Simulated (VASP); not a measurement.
# Nickel: the relaxed cell at several levels, part 2 of 3

Which functional gives the lattice of Nickel as experiment finds it, and is a dearer one worth its cost? LASPH is on for some levels and off for others; the table marks which. The start is a cell from a database of measured crystal structures.

VASP 6.6.1, plane waves and PAW; the level of theory is named at each step.

Still holding for the runs below: The cell holds one magnetic atom, so no antiferromagnetic order fits into it.

So far, final volume (Å³): step 2 (relaxation, level LDA) 10.1.

### Step 3. Relaxation with PBEsol

This step: PBEsol, spin-polarised from a ferromagnetic start (one magnetic atom a cell); plane waves and PAW (Ni) (VASP 6.6.1).

PBEsol restores the gradient expansion of exchange and is tuned for the cells of solids.

Contents of INCAR:

```
SYSTEM = Ni
PREC = Accurate
ENCUT = 520
EDIFF = 1E-06
NELM = 100
ISMEAR = -1
SIGMA = 0.05
LREAL = .FALSE.
ALGO = Normal
GGA = PS
NBANDS = 11
ISPIN = 2
MAGMOM = 1
LMAXMIX = 4
LORBIT = 11
LWAVE = .FALSE.
LCHARG = .FALSE.
KPAR = 2
IBRION = 2
NSW = 60
ISIF = 3
EDIFFG = -0.01
```

Contents of POSCAR:

```
Ni
1.0
    0.0000000000      1.7619350000      1.7619350000
    1.7619350000      0.0000000000      1.7619350000
    1.7619350000      1.7619350000      0.0000000000
Ni
1
Direct
    0.0000000000      0.0000000000      0.0000000000
```

Contents of KPOINTS:

```
Automatic mesh
0
Gamma
13 13 13
0 0 0
```

The projector-augmented-wave data sets are Ni (PBE family, release 64).

On the command line:

```bash
> mpirun -np 2 vasp_std
```

Output:

```text
[banner, memory and clock lines left out]
running    2 mpi-ranks, on    1 nodes
 distrk:  each k-point on    1 cores,    2 groups
 distr:  one band on    1 cores,    1 groups

 POSCAR found type information on POSCAR Ni
 POSCAR found :  1 types and       1 ions
 [... a notice as in an earlier step ...]

 LDA part: xc-table for (Slater+PW92), standard interpolation
 POSCAR, INCAR and KPOINTS ok, starting setup
 FFT: planning ... GRIDC
 FFT: planning ... GRID_SOFT
 FFT: planning ... GRID
 WAVECAR not read
 entering main loop
       N       E                     dE             d eps       ncg     rms          rms(c)
DAV:   1     0.280539740012E+02    0.28054E+02   -0.45945E+03  3787   0.116E+03
DAV:   2    -0.643805562511E+01   -0.34492E+02   -0.32693E+02  3774   0.172E+02
DAV:   3    -0.732777240308E+01   -0.88972E+00   -0.88633E+00  4196   0.322E+01
DAV:   4    -0.733489853967E+01   -0.71261E-02   -0.71244E-02  4101   0.255E+00
DAV:   5    -0.733505065813E+01   -0.15212E-03   -0.15212E-03  4276   0.358E-01    0.106E+01
DAV:   6    -0.654585546630E+01    0.78920E+00   -0.17961E+01  4374   0.601E+01    0.638E+00
DAV:   7    -0.614441882909E+01    0.40144E+00   -0.31627E+00  4377   0.233E+01    0.181E+00
DAV:   8    -0.612830105118E+01    0.16118E-01   -0.19606E-02  5187   0.134E+00    0.932E-01
DAV:   9    -0.612525966434E+01    0.30414E-02   -0.19668E-03  5554   0.346E-01    0.264E-01
DAV:  10    -0.612447699578E+01    0.78267E-03   -0.62144E-04  5528   0.164E-01    0.344E-02
DAV:  11    -0.612445335537E+01    0.23640E-04   -0.31445E-05  5024   0.436E-02    0.341E-02
DAV:  12    -0.612445522139E+01   -0.18660E-05   -0.22683E-06  2490   0.122E-02    0.531E-03
DAV:  13    -0.612445512578E+01    0.95619E-07   -0.18824E-07  2067   0.592E-03
   1 F= -.61244551E+01 E0= -.61174385E+01  d E =-.612446E+01  mag=     0.6271
 curvature:   0.00 expect dE= 0.000E+00 dE for cont linesearch  0.000E+00
 trial: gam= 0.00000 g(F)=  0.106E-62 g(S)=  0.756E-01 ort = 0.000E+00 (trialstep = 0.100E+01)
 search vector abs. value=  0.756E-01
 bond charge predicted
       N       E                     dE             d eps       ncg     rms          rms(c)
DAV:   1    -0.807082053624E+01   -0.19464E+01   -0.27408E+01  4353   0.754E+01    0.121E+01
DAV:   2    -0.659026010540E+01    0.14806E+01   -0.21851E+01  4407   0.682E+01    0.517E+00
DAV:   3    -0.616884916679E+01    0.42141E+00   -0.29756E+00  4452   0.239E+01    0.195E+00
DAV:   4    -0.613181249158E+01    0.37037E-01   -0.29088E-02  4635   0.130E+00    0.974E-01
DAV:   5    -0.612130846821E+01    0.10504E-01   -0.13484E-02  4912   0.781E-01    0.452E-01
DAV:   6    -0.612139468633E+01   -0.86218E-04   -0.85855E-04  4263   0.348E-01    0.138E-01
DAV:   7    -0.612139345972E+01    0.12266E-05   -0.30577E-05  5004   0.676E-02    0.623E-02
DAV:   8    -0.612138501638E+01    0.84433E-05   -0.35982E-06  3775   0.157E-02    0.605E-03
DAV:   9    -0.612138477545E+01    0.24093E-06   -0.27039E-07  1995   0.465E-03
   2 F= -.61213848E+01 E0= -.61153726E+01  d E =0.307035E-02  mag=     0.6204
 trial-energy change:    0.003070  1 .order    0.007213   -0.075635    0.090061
 step:   0.4940(harm=  0.4565)  dis= 0.00000  next Energy=    -6.143635 (dE=-0.192E-01)
 bond charge predicted
       N       E                     dE             d eps       ncg     rms          rms(c)
DAV:   1    -0.666582130968E+01   -0.54444E+00   -0.75210E+00  4446   0.431E+01    0.608E+00
DAV:   2    -0.630673581957E+01    0.35909E+00   -0.71016E+00  4491   0.337E+01    0.310E+00
DAV:   3    -0.615585402827E+01    0.15088E+00   -0.10006E+00  4401   0.143E+01    0.109E+00
DAV:   4    -0.614555378734E+01    0.10300E-01   -0.68605E-03  4153   0.671E-01    0.560E-01
DAV:   5    -0.614386348526E+01    0.16903E-02   -0.36948E-03  4885   0.408E-01    0.112E-01
DAV:   6    -0.614387090927E+01   -0.74240E-05   -0.44913E-05  4630   0.716E-02    0.618E-02
DAV:   7    -0.614388826791E+01   -0.17359E-04   -0.73426E-06  4195   0.385E-02    0.196E-02
DAV:   8    -0.614388885819E+01   -0.59028E-06   -0.10224E-06  2511   0.101E-02
   3 F= -.61438889E+01 E0= -.61373711E+01  d E =-.194337E-01  mag=     0.6237
 curvature:  -0.23 expect dE=-0.244E-05 dE for cont linesearch -0.244E-05
 trial: gam=-0.01178 g(F)=  0.141E-62 g(S)=  0.108E-04 ort = 0.902E-03 (trialstep = 0.899E+00)
 search vector abs. value=  0.163E-08
 reached required accuracy - stopping structural energy minimisation
```

It took 44 s on 2 MPI ranks of Intel Xeon Platinum 8375C at 2.90GHz (Ice Lake), shared host; peak memory 0.27 GiB.

From OUTCAR (step 3):

```text
The static configuration has the point symmetry O_h .

 Found     84 irreducible k-points:

   NELECT =      10.0000    total number of electrons

 E-fermi :   9.8625

 spin component 1
 k-point     1 :       0.0000    0.0000    0.0000
  band No.  band energies     occupation
    ...
      2       7.3214      1.00000
      3       7.3214      1.00000
      4       7.3214      1.00000
      5       8.5586      1.00000
      6       8.5586      1.00000
      7      33.9504      0.00000
      8      38.1587      0.00000
      9      38.1587      0.00000
     10      38.1587      0.00000
     11      41.2413      0.00000

 k-point     2 :       0.0769    0.0000    0.0000
  band No.  band energies     occupation
    ...
      2       7.2573      1.00000
      3       7.3757      1.00000
      4       7.3757      1.00000
      5       8.5358      1.00000
      6       8.5358      1.00000
      7      33.1382      0.00000
      8      35.8691      0.00000
      9      37.6668      0.00000
     10      37.6668      0.00000
     11      41.9805      0.00000

 k-point     3 :       0.1538    0.0000    0.0000
  band No.  band energies     occupation
    ...
      2       7.1017      1.00000
      3       7.4968      1.00000
      4       7.4968      1.00000
      5       8.5079      1.00000
      6       8.5079      1.00000
      7      29.7211      0.00000
      8      34.8814      0.00000
      9      36.8563      0.00000
     10      36.8563      0.00000
     11      42.2953      0.00000

 k-point     4 :       0.2308    0.0000    0.0000
  band No.  band energies     occupation
    ...
      2       6.9708      1.00000
      3       7.5624      1.00000
      4       7.5624      1.00000
      5       8.5890      1.00000
      6       8.5890      1.00000
      7      25.7098      0.00000
      8      34.2822      0.00000
      9      36.1794      0.00000
     10      36.1794      0.00000
     11      42.1292      0.00000

  Total       -0.0086196     -0.0086196     -0.0086196      0.0000000      0.0000000     -0.0000000
  in kB       -1.3299610     -1.3299610     -1.3299610      0.0000000      0.0000000     -0.0000000
  external PRESSURE =      -1.3299610 kB  Pullay stress =       0.0000000 kB

  energy-cutoff  :      520.00
  volume of cell :       10.38
      direct lattice vectors                 reciprocal lattice vectors
    -0.000000000  1.731581927  1.731581927    -0.288753303  0.288753303  0.288753303
     1.731581927  0.000000000  1.731581927     0.288753303 -0.288753303  0.288753303
     1.731581927  1.731581927 -0.000000000     0.288753303  0.288753303 -0.288753303

 POSITION                                       TOTAL-FORCE (eV/Angst)
 -----------------------------------------------------------------------------------
      0.00000      0.00000      0.00000         0.000000     -0.000000      0.000000
 -----------------------------------------------------------------------------------
    total drift:                                0.000000      0.000000      0.000000

  FREE ENERGIE OF THE ION-ELECTRON SYSTEM (eV)
  ---------------------------------------------------
  free  energy   TOTEN  =        -6.1438888582 eV

  energy  without entropy=       -6.1308533430  energy(sigma->0) =       -6.13737110

 total charge
# of ion       s       p       d       tot
------------------------------------------
    1        0.521   0.546   8.334   9.401

 magnetization (x)
# of ion       s       p       d       tot
------------------------------------------
    1       -0.005  -0.022   0.656   0.629

[... 8 parts as in an earlier step ...]

[... 9 further parts left out ...]
```

LASPH is off, so gradient terms of the non-spherical density inside the spheres are left out; for open d or f shells this can shift gaps and moments. The PAW data sets were made with PBE, which is usual practice but a small mismatch for other functionals.

The steps of the relaxation:

```
step  energy less that of the first step (eV)  largest force (eV/Å)  pressure (GPa)  volume (Å³)
   1                                   0.0000                0.0000          -10.59        10.94
   2                                   0.0031                0.0000           14.02         9.83
   3                                  -0.0194                0.0000           -0.13        10.38
```

```
conventional cell, symmetrised  before  after  change
                         a (Å)   3.524  3.463  -1.7 %
                         b (Å)   3.524  3.463  -1.7 %
                         c (Å)   3.524  3.463  -1.7 %
              volume (Å³/atom)   10.94  10.38  -5.1 %
```

Final coordinates:

```cif
data_structure
_symmetry_space_group_name_H-M 'P 1'
_symmetry_Int_Tables_number 1
_cell_length_a 2.4488
_cell_length_b 2.4488
_cell_length_c 2.4488
_cell_angle_alpha 60.000
_cell_angle_beta 60.000
_cell_angle_gamma 60.000
_cell_volume 10.38
loop_
_atom_site_label
_atom_site_type_symbol
_atom_site_fract_x
_atom_site_fract_y
_atom_site_fract_z
_atom_site_occupancy
Ni1 Ni 0.00000 0.00000 0.00000 1
```

This step gave:

```
free energy (TOTEN)                               : -6.144 eV
energy at zero smearing                           : -6.137 eV
Fermi energy                                      : 9.863 eV
pressure                                          : -0.1330 GPa
moment of the cell, from the last line of the log : 0.6237 μB
SCF cycles over all ionic steps                   : 30
```

It ends at 10.38 Å³/atom, -5.1 % from the start, with -0.13 GPa left. The conventional cell has a = 3.463 Å.

### Step 4. Relaxation with PBE

This step: PBE, spin-polarised from a ferromagnetic start (one magnetic atom a cell); plane waves and PAW (Ni) (VASP 6.6.1).

PBE, the usual starting point, adds the gradient of the density.

INCAR, as its differences from that of step 3:

```diff
@@ -9,3 +9,3 @@
 ALGO = Normal
-GGA = PS
+GGA = PE
 NBANDS = 11
```

POSCAR is that of step 3.

KPOINTS is that of step 3.

On the command line:

```bash
> mpirun -np 2 vasp_std
```

Output:

```text
[banner, memory and clock lines left out]
running    2 mpi-ranks, on    1 nodes
[...]
LDA part: xc-table for (Slater+PW92), standard interpolation
 POSCAR, INCAR and KPOINTS ok, starting setup
[...]
entering main loop
       N       E                     dE             d eps       ncg     rms          rms(c)
DAV:   1     0.289582755090E+02    0.28958E+02   -0.45995E+03  3779   0.116E+03
DAV:   2    -0.559343315134E+01   -0.34552E+02   -0.32793E+02  3771   0.173E+02
DAV:   3    -0.649062425894E+01   -0.89719E+00   -0.89379E+00  4196   0.324E+01
DAV:   4    -0.649790126749E+01   -0.72770E-02   -0.72752E-02  4106   0.258E+00
[...]
DAV:  10    -0.547714627895E+01    0.54024E-03   -0.47295E-04  5371   0.154E-01    0.310E-02
DAV:  11    -0.547713440705E+01    0.11872E-04   -0.27289E-05  4902   0.391E-02    0.344E-02
DAV:  12    -0.547713498565E+01   -0.57860E-06   -0.13316E-06  2547   0.105E-02
   1 F= -.54771350E+01 E0= -.54701755E+01  d E =-.547713E+01  mag=     0.6253
[...]
DAV:   5    -0.547717256781E+01    0.57110E-04   -0.10488E-04  4992   0.664E-02    0.192E-02
DAV:   6    -0.547717382419E+01   -0.12564E-05   -0.27948E-06  3313   0.125E-02    0.104E-02
DAV:   7    -0.547717302024E+01    0.80395E-06   -0.83223E-07  2071   0.132E-02
   2 F= -.54771730E+01 E0= -.54703038E+01  d E =-.380346E-04  mag=     0.6248
 trial-energy change:   -0.000038  1 .order   -0.000029   -0.000640    0.000581
 step:   0.5346(harm=  0.5242)  dis= 0.00000  next Energy=    -5.477307 (dE=-0.172E-03)
[...]
N       E                     dE             d eps       ncg     rms          rms(c)
DAV:   1    -0.548104528454E+01   -0.38715E-02   -0.52413E-02  4353   0.343E+00    0.517E-01
DAV:   2    -0.547864055111E+01    0.24047E-02   -0.54019E-02  4452   0.302E+00    0.293E-01
DAV:   3    -0.547739019973E+01    0.12504E-02   -0.85980E-03  4383   0.128E+00    0.826E-02
DAV:   4    -0.547731927116E+01    0.70929E-04   -0.49237E-05  4126   0.512E-02    0.460E-02
DAV:   5    -0.547730804015E+01    0.11231E-04   -0.24495E-05  4970   0.321E-02    0.863E-03
DAV:   6    -0.547730889801E+01   -0.85786E-06   -0.14732E-07  1968   0.392E-03
   3 F= -.54773089E+01 E0= -.54703978E+01  d E =-.173912E-03  mag=     0.6249
[...]
reached required accuracy - stopping structural energy minimisation
```

The job ended after 39 s (2 MPI ranks; peak memory 0.27 GiB).

Parts of OUTCAR (step 4):

```text
  Total        0.0007267      0.0007267      0.0007267      0.0000000      0.0000000     -0.0000000
  in kB        0.1069828      0.1069828      0.1069828      0.0000000      0.0000000     -0.0000000
  external PRESSURE =       0.1069828 kB  Pullay stress =       0.0000000 kB

 POSITION                                       TOTAL-FORCE (eV/Angst)
 -----------------------------------------------------------------------------------
      0.00000      0.00000      0.00000         0.000000      0.000000      0.000000
 -----------------------------------------------------------------------------------
    total drift:                                0.000000      0.000000      0.000000

  FREE ENERGIE OF THE ION-ELECTRON SYSTEM (eV)
  ---------------------------------------------------
  free  energy   TOTEN  =        -5.4773088980 eV

  energy  without entropy=       -5.4634867257  energy(sigma->0) =       -5.47039781

 magnetization (x)
# of ion       s       p       d       tot
------------------------------------------
    1       -0.005  -0.023   0.665   0.636

[... 2 parts as in an earlier step ...]

[... 2 further parts left out ...]
[key lines of the parts left out:]
E-fermi :   9.3725
```

Relaxation path:

```
step  energy less that of the first step (eV)  largest force (eV/Å)  pressure (GPa)  volume (Å³)
   1                                   0.0000                0.0000           -0.97        10.94
   2                                   0.0000                0.0000            0.89        10.83
   3                                  -0.0002                0.0000            0.01        10.88
```

```
conventional cell, symmetrised  before  after  change
                         a (Å)   3.524  3.518  -0.2 %
                         b (Å)   3.524  3.518  -0.2 %
                         c (Å)   3.524  3.518  -0.2 %
              volume (Å³/atom)   10.94  10.88  -0.5 %
```

Final coordinates:

```xyz
1
Lattice="0.0000 1.7589 1.7589 1.7589 0.0000 1.7589 1.7589 1.7589 0.0000" Properties=species:S:1:pos:R:3 pbc="T T T"
Ni    0.0000    0.0000    0.0000
```

It ends at 10.88 Å³/atom, -0.5 % from the start, with 0.01 GPa left. The conventional cell has a = 3.518 Å.

### Step 5. Relaxation with r2SCAN

This step: r2SCAN, spin-polarised from a ferromagnetic start (one magnetic atom a cell); plane waves and PAW (Ni) (VASP 6.6.1).

r2SCAN adds the kinetic-energy density, costs more than a GGA and is run with LASPH.

INCAR, as its differences from that of step 4:

```diff
@@ -9,3 +9,4 @@
 ALGO = Normal
-GGA = PE
+METAGGA = R2SCAN
+LASPH = .TRUE.
 NBANDS = 11
```

POSCAR is that of step 4.

KPOINTS is that of step 4.

On the command line:

```bash
> mpirun -np 2 vasp_std
```

Output:

```text
[banner, memory and clock lines left out]
running    2 mpi-ranks, on    1 nodes
[...]
[... a notice as in an earlier step ...]

 LDA part: xc-table for (None), standard interpolation
 POSCAR, INCAR and KPOINTS ok, starting setup
[...]
entering main loop
       N       E                     dE             d eps       ncg     rms          rms(c)
DAV:   1     0.225859722866E+02    0.22586E+02   -0.47140E+03  3755   0.119E+03
DAV:   2    -0.132817426223E+02   -0.35868E+02   -0.33963E+02  3774   0.179E+02
DAV:   3    -0.142960869168E+02   -0.10143E+01   -0.10096E+01  4196   0.354E+01
DAV:   4    -0.143051629371E+02   -0.90760E-02   -0.90736E-02  4176   0.294E+00
[...]
DAV:  14    -0.119364872949E+02   -0.19926E-05   -0.35002E-06  3035   0.231E-02    0.250E-03
DAV:  15    -0.119364884277E+02   -0.11328E-05   -0.36876E-07  2070   0.642E-03    0.905E-04
DAV:  16    -0.119364888857E+02   -0.45803E-06   -0.54373E-08  1983   0.355E-03
   1 F= -.11936489E+02 E0= -.11930398E+02  d E =-.119365E+02  mag=     0.7106
[...]
DAV:   8    -0.119372230137E+02   -0.79059E-06   -0.65619E-06  4278   0.299E-02
   2 F= -.11937223E+02 E0= -.11931998E+02  d E =-.734128E-03  mag=     0.6571
 trial-energy change:   -0.000734  1 .order    0.001905   -0.040577    0.044387
 step:   0.5241(harm=  0.4776)  dis= 0.00000  next Energy=   -11.947501 (dE=-0.110E-01)
[...]
N       E                     dE             d eps       ncg     rms          rms(c)
DAV:   1    -0.122013536565E+02   -0.26413E+00   -0.36429E+00  4563   0.296E+01    0.427E+00
DAV:   2    -0.120250013497E+02    0.17635E+00   -0.35678E+00  4590   0.240E+01    0.234E+00
DAV:   3    -0.119496281743E+02    0.75373E-01   -0.54013E-01  4569   0.101E+01    0.812E-01
DAV:   4    -0.119479839215E+02    0.16443E-02   -0.11414E-02  4120   0.787E-01    0.360E-01
[...]
DAV:   9    -0.119473871858E+02    0.25365E-05   -0.49827E-06  3409   0.304E-02    0.383E-03
DAV:  10    -0.119473855075E+02    0.16783E-05   -0.27953E-07  2052   0.729E-03    0.931E-04
DAV:  11    -0.119473854820E+02    0.25488E-07   -0.28708E-08  1881   0.204E-03
   3 F= -.11947385E+02 E0= -.11941699E+02  d E =-.108966E-01  mag=     0.6720
[...]
reached required accuracy - stopping structural energy minimisation
```

Run time: 4 min. Hardware: 2 MPI ranks; peak memory 0.27 GiB.

Parts of OUTCAR (step 5):

```text
  Total       -0.0021701     -0.0021701     -0.0021701     -0.0000000      0.0000000      0.0000000
  in kB       -0.3309424     -0.3309424     -0.3309424     -0.0000000      0.0000000      0.0000000
  external PRESSURE =      -0.3309424 kB  Pullay stress =       0.0000000 kB

 POSITION                                       TOTAL-FORCE (eV/Angst)
 -----------------------------------------------------------------------------------
      0.00000      0.00000      0.00000         0.000000      0.000000     -0.000000
 -----------------------------------------------------------------------------------
    total drift:                                0.000000      0.000000      0.000000

  FREE ENERGIE OF THE ION-ELECTRON SYSTEM (eV)
  ---------------------------------------------------
  free  energy   TOTEN  =       -11.9473854820 eV

  energy  without entropy=      -11.9360123132  energy(sigma->0) =      -11.94169890

 magnetization (x)
# of ion       s       p       d       tot
------------------------------------------
    1       -0.011  -0.042   0.744   0.690

[... 2 parts as in an earlier step ...]

[... 2 further parts left out ...]
[key lines of the parts left out:]
E-fermi :   9.8209
```

SCAN-type functionals tend to overstate the moments of itinerant magnets.

Step by step:

```
step  energy less that of the first step (eV)  largest force (eV/Å)  pressure (GPa)  volume (Å³)
   1                                   0.0000                0.0000           -7.75        10.94
   2                                  -0.0007                0.0000            9.17        10.12
   3                                  -0.0109                0.0000           -0.03        10.51
```

```
conventional cell, symmetrised  before  after  change
                         a (Å)   3.524  3.477  -1.3 %
                         b (Å)   3.524  3.477  -1.3 %
                         c (Å)   3.524  3.477  -1.3 %
              volume (Å³/atom)   10.94  10.51  -4.0 %
```

Final coordinates:

```cif
data_structure
_symmetry_space_group_name_H-M 'P 1'
_symmetry_Int_Tables_number 1
_cell_length_a 2.4584
_cell_length_b 2.4584
_cell_length_c 2.4584
_cell_angle_alpha 60.000
_cell_angle_beta 60.000
_cell_angle_gamma 60.000
_cell_volume 10.51
loop_
_atom_site_label
_atom_site_type_symbol
_atom_site_fract_x
_atom_site_fract_y
_atom_site_fract_z
_atom_site_occupancy
Ni1 Ni 0.00000 0.00000 0.00000 1
```

Spin moment in the PAW sphere by atom:

```
atom  spin moment in the PAW sphere (μB)
 Ni1                               0.690
```

It ends at 10.51 Å³/atom, -4.0 % from the start, with -0.03 GPa left. The conventional cell has a = 3.477 Å.

(Part 2 of 3 ends here.)

[Lines on the potential files, build, host, timing and source positions are cut from VASP's logs without a mark.]

[Logs are printed without paths, hosts, clocks, repeated set-up lines and the standing remarks that a program may print on its own settings, such as how far it seeks lower states.]

[Hosts, paths, dates, database ids (printed as entryN), source tags and the programs' standing remarks are cut or masked in the printed files.]

[A measured line is paired with the nearest computed mode of its activity, which favours agreement.]
